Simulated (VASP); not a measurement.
```xyz
5
Lattice="6.2862 0.0000 0.0000 0.0000 6.2862 0.0000 0.0000 0.0000 6.2862" Properties=species:S:1:pos:R:3 pbc="T T T"
Cs     3.2741     3.0979     3.1407
Sn    -0.0711     0.0095     0.0539
I      3.0611    -0.0358     0.0789
I     -0.0648     3.1760    -0.1178
I      0.0869     0.0386     3.1305
```

Calculation: HSE06 screened hybrid, VASP's PBE PAW potentials (set 64) (plane waves; VASP 6.6.1). Settings: 300 eV cut-off, 3×3×3 Γ-centred mesh, Gaussian smearing of 0.050 eV, potentials Cs_sv Sn_d I.

At this cut-off the stress carries a Pulay error, which pulls relaxed volumes low.

Question: Give the force on each atom (eV/Å).

Answer: 
| atom | Fx | Fy | Fz |
|---|---|---|---|
| Cs1 | -0.015 | 0.003 | 0.002 |
| Sn2 | 0.055 | -0.009 | -0.044 |
| I3 | 0.089 | 0.036 | -0.032 |
| I4 | -0.024 | -0.029 | 0.075 |
| I5 | -0.105 | -0.001 | -0.002 |

Question: Give the stress tensor in GPa (positive for a compressed cell).

Answer: 
```
-0.76  -0.01  -0.03
-0.01  -0.77   0.00
-0.03   0.00  -0.71
```
The pressure is its mean diagonal, -0.75 GPa.

The structure comes from a computed database's CsSnI3 entry; how it stands against other phases isn't given here. The cell was not relaxed at this level.
